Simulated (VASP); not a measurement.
Consider the following.

```
CELL_PARAMETERS angstrom
      3.44500     0.00000     0.00000
      0.00000     3.44500     0.00000
      0.00000     0.00000     3.44500
ATOMIC_POSITIONS crystal
  Ru 0.00000 0.00000 0.00000
  As 0.50000 0.50000 0.50000
```

Method: r2SCAN meta-GGA, VASP's PBE PAW potentials (set 64) (plane waves; VASP). Numerical set-up: 400 eV cut-off, 10×10×10 Γ-centred mesh, first-order Methfessel-Paxton smearing of 0.10 eV, potentials Ru_pv As.

Energy and stress use the plane-wave basis of the starting cell.

### Question
The ions, cell shape and volume are relaxed. Which structure does the run end with?

### Answer

```
CELL_PARAMETERS angstrom
      3.05776     0.00000     0.00000
      0.00000     3.05776     0.00000
      0.00000     0.00000     3.05776
ATOMIC_POSITIONS crystal
  Ru 0.00000 0.00000 0.00000
  As 0.50000 0.50000 0.50000
```
Space group Pm-3m (221), at a tolerance of 0.03 Å.

### Question
How do energy and volume change from the first to the last step?

### Answer
The energy (σ→0) changes by -854.8 meV/atom and the volume by -30.1 %, in 5 ionic steps.

The structure was generated: RuAs was put into the CsCl type type (Pm-3m), which need not be its known phase. This run relaxes it. Symmetry was kept, so distortions that lower it aren't found. The electron count is odd and the run is not spin-polarised, which forces a metal.
